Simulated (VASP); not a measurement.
Here is the system:

```
CELL_PARAMETERS angstrom
      4.13757     0.00000     0.00000
     -2.06878     3.58324     0.00000
      0.00000     0.00000    16.65866
ATOMIC_POSITIONS crystal
  Hg 0.66667 0.33333 0.50000
  I  0.33333 0.66667 0.38687
  I  0.33333 0.66667 0.61313
```

The numbers are results of PBEsol GGA, VASP's PBE PAW potentials (set 64) (plane waves; VASP 6.6.1), not measurements. Run with 400 eV cut-off, Gaussian smearing of 0.050 eV, potentials Hg I.

The cell holds a wide vacuum, so values per volume refer to the whole cell. Unless said otherwise, spin-orbit coupling is left out, though it shifts the bands of the heavy elements here.

What does the run give for the band gap (along the path) with the smallest direct gap where there is one?

```
Property                                Value
------------------------------------  -------
band gap (along the path)             0.95 eV
smallest direct gap (along the path)  1.25 eV
```

Only differences to runs with the same potentials and settings are physical.

The cell is a sheet with vacuum, built from a generated structure.
